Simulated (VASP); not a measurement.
An input for Quantum ESPRESSO's pw.x (written as the equivalent of a VASP run, and not itself run):

```
&CONTROL
  calculation = 'scf'
  pseudo_dir = './pseudo'
  outdir = './out'
  tprnfor = .true.
  tstress = .true.
/
&SYSTEM
  ibrav = 0
  nat = 3
  ntyp = 2
  ecutwfc = 84
  occupations = 'smearing'
  smearing = 'gaussian'
  degauss = 0.003675
  input_dft = 'pbe'
  vdw_corr = 'grimme-d3'
  dftd3_version = 3
  dftd3_threebody = .false.
/
&ELECTRONS
  conv_thr = 7.3e-09
  electron_maxstep = 100
/
ATOMIC_SPECIES
  Zr 91.224 Zr.upf
  O 15.999 O.upf
CELL_PARAMETERS angstrom
     0.0000000    2.5224307    2.5224307
     2.5224307    0.0000000    2.5224307
     2.5224307    2.5224307    0.0000000
ATOMIC_POSITIONS crystal
  Zr   0.0000000  0.0000000  0.0000000
  O    0.2500000  0.2500000  0.2500000
  O    0.7500000  0.7500000  0.7500000
K_POINTS automatic
  8 8 8 0 0 0
```

**Question.** Translate this input to VASP (INCAR, KPOINTS, POSCAR, choice of POTCAR).

**Answer.** Several could match; the one computed here: 
KPOINTS:
```
Automatic mesh
0
G
 8 8 8
0 0 0
```

INCAR:
```
ALGO = Normal
EDIFF = 1E-7
ENCUT = 520
GGA = PE
ISIF = 2
ISMEAR = 0
IVDW = 11
LASPH = .True.
LCHARG = .False.
LMAXMIX = 4
LREAL = .False.
LWAVE = .False.
NELM = 100
PREC = Accurate
SIGMA = 0.05
SYSTEM = ZrO2
```

### POSCAR
```
ZrO2
1
    0.0000000000     2.5224306938     2.5224306938
    2.5224306938     0.0000000000     2.5224306938
    2.5224306938     2.5224306938     0.0000000000
Zr O
1 2
Direct
  0.0000000000   0.0000000000   0.0000000000
  0.2500000000   0.2500000000   0.2500000000
  0.7500000000   0.7500000000   0.7500000000
```

POTCAR, in this order: Zr_sv O (PBE.64 set). Program: vasp_std.

What does not carry over: the potentials are each code's own (VASP's PAW set, PseudoDojo norm-conserving files in pw.x), so ENCUT and ecutwfc are chosen apart and not converted; conv_thr bounds pw.x's estimated SCF error, while EDIFF bounds the energy change between steps.

The compound is ZrO2 in the fluorite structure, the high-temperature cubic form, which is unstable at 0 K; the monoclinic form is the stable one. This cell is one point of a volume scan, at 0.97 of the reference volume.
